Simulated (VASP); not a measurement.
Data:

```
CELL_PARAMETERS angstrom
      1.76864    -3.06337     0.00000
      1.76864     3.06337     0.00000
      0.00000     0.00000     5.56345
ATOMIC_POSITIONS crystal
  Tl 0.33333 0.66667 0.25000
  Tl 0.66667 0.33333 0.75000
```

Method: r2SCAN meta-GGA, VASP's PBE PAW potentials (set 64) (plane waves; VASP). Run with 400 eV cut-off, 11×11×6 Γ-centred mesh, first-order Methfessel-Paxton smearing of 0.10 eV, potentials Tl_d.

Unless said otherwise, spin-orbit coupling is left out, though it shifts the bands of the heavy elements here.

What does the run give for the energy per atom (σ→0), band gap (on the k-mesh) with the smallest direct gap where there is one?

```
Quantity                                                     Value
------------------------  ----------------------------------------
band gap (on the k-mesh)  none (metal, semimetal or under 0.01 eV)
energy per atom (σ→0)                              -53.180 eV/atom
```

The compound is Tl in the hcp structure. It was relaxed first, which changed the volume by +5 %. The start is the result of an earlier pass.
